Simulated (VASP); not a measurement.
All values below come from vdW-DF2, VASP's PBE PAW potentials (set 64) (plane waves; VASP).

VASP ran on this input.

**INCAR**
```
! general
SYSTEM   = Eu
PREC     = Accurate
ENCUT    = 520
LREAL    = .False.
LASPH    = .True.

! electronic loop
EDIFF    = 1E-6
NELM     = 100
ALGO     = Normal
LMAXMIX  = 6

! smearing
ISMEAR   = 1
SIGMA    = 0.1

! functional
GGA      = ML
LUSE_VDW = .True.
AGGAC    = 0.0
ZAB_VDW  = -1.8867

! ions
IBRION   = 2
NSW      = 60
ISIF     = 3
EDIFFG   = -0.01

! output
LWAVE    = .False.
LCHARG   = .False.
```

File KPOINTS:
```
Regular mesh
0
Gamma
10 10 10
```

File POSCAR:
```
Eu
1.0
 -2.2436881426   2.2436881426   2.2436881426
  2.2436881426  -2.2436881426   2.2436881426
  2.2436881426   2.2436881426  -2.2436881426
Eu
1
direct
  0.0000000000   0.0000000000   0.0000000000
```

POTCAR, in this order: Eu_2 (PBE.64 set). Program: vasp_std.

Output of the run:

### OUTCAR
```
 ion  position               nearest neighbor table
   1  0.000  0.000  0.000-
  LATTYP: Found a body centered cubic cell.
 ALAT       =     4.4873762852
 Subroutine PRICEL returns:
 Original cell was already a primitive cell.
 Subroutine GETGRP returns: Found 48 space group operations
The static configuration has the point symmetry O_h .
The dynamic configuration has the point symmetry O_h .
 Subroutine INISYM returns: Found 48 space group operations
 Subroutine IBZKPT returns following result:
 Found     47 irreducible k-points:

 Following reciprocal coordinates:
            Coordinates               Weight
  0.000000  0.000000  0.000000      1.000000
  0.100000  0.000000  0.000000     12.000000
  0.200000  0.000000  0.000000     12.000000
  0.300000  0.000000  0.000000     12.000000
  0.400000  0.000000  0.000000     12.000000
  0.500000  0.000000  0.000000      6.000000
  0.100000  0.100000  0.000000     24.000000
  0.200000  0.100000  0.000000     48.000000
  0.300000  0.100000  0.000000     48.000000
  0.400000  0.100000  0.000000     48.000000
...
```

**OSZICAR**
```
       N       E                     dE             d eps       ncg     rms          rms(c)
DAV:   1     0.120951291470E+02    0.12095E+02   -0.38054E+03   768   0.814E+02
DAV:   2     0.105872651714E+01   -0.11036E+02   -0.10934E+02  1104   0.104E+02
DAV:   3     0.881753549365E+00   -0.17697E+00   -0.16546E+00  1000   0.943E+00
DAV:   4     0.879321801045E+00   -0.24317E-02   -0.24324E-02  1232   0.152E+00
DAV:   5     0.879317030546E+00   -0.47705E-05   -0.47703E-05  1016   0.578E-02    0.623E+00
DAV:   6     0.864105382891E+00   -0.15212E-01   -0.29017E-03  1216   0.390E-01    0.376E+00
DAV:   7     0.855033758764E+00   -0.90716E-02   -0.75957E-03  1120   0.664E-01    0.648E-02
DAV:   8     0.854805055597E+00   -0.22870E-03   -0.52321E-04  1240   0.196E-01    0.217E-02
DAV:   9     0.854774353580E+00   -0.30702E-04   -0.31560E-05   832   0.463E-02    0.876E-03
DAV:  10     0.854765784643E+00   -0.85689E-05   -0.30653E-05  1128   0.500E-02    0.211E-03
DAV:  11     0.854765357364E+00   -0.42728E-06   -0.33654E-07   840   0.580E-03
   1 F= 0.85476536E+00 E0= 0.85465790E+00  d E =0.854765E+00
```

**OUTCAR**
```
------------------------ aborting loop because EDIFF is reached ----------------------------------------
  FORCE on cell =-STRESS in cart. coord.  units (eV):
  Direction    XX          YY          ZZ          XY          YZ          ZX
  --------------------------------------------------------------------------------------
  Total        0.0010775      0.0010775      0.0010775      0.0000000      0.0000000      0.0000000
  in kB        0.0382096      0.0382096      0.0382096      0.0000000      0.0000000      0.0000000
  external PRESSURE =       0.0382096 kB  Pullay stress =       0.0000000 kB
  volume of cell :       45.18
      direct lattice vectors                 reciprocal lattice vectors
    -2.243688143  2.243688143  2.243688143     0.000000000  0.222847369  0.222847369
     2.243688143 -2.243688143  2.243688143     0.222847369  0.000000000  0.222847369
     2.243688143  2.243688143 -2.243688143     0.222847369  0.222847369  0.000000000
 POSITION                                       TOTAL-FORCE (eV/Angst)
 -----------------------------------------------------------------------------------
      0.00000      0.00000      0.00000         0.000000     -0.000000     -0.000000
 -----------------------------------------------------------------------------------
    total drift:                               -0.000000     -0.000000      0.000000
  FREE ENERGIE OF THE ION-ELECTRON SYSTEM (eV)
  ---------------------------------------------------
  free  energy   TOTEN  =         0.8547653574 eV

  energy  without entropy=        0.8544429914  energy(sigma->0) =        0.85465790

 reached required accuracy - stopping structural energy minimisation
```
(Selected blocks of OUTCAR.)

The 4f electrons are frozen in the core of the lanthanide potential, so 4f levels, which can set the real gap, and their magnetism are missing.

The compound is Eu in the bcc structure. It was relaxed first, which changed the volume by -6 %. The start is the result of an earlier pass.
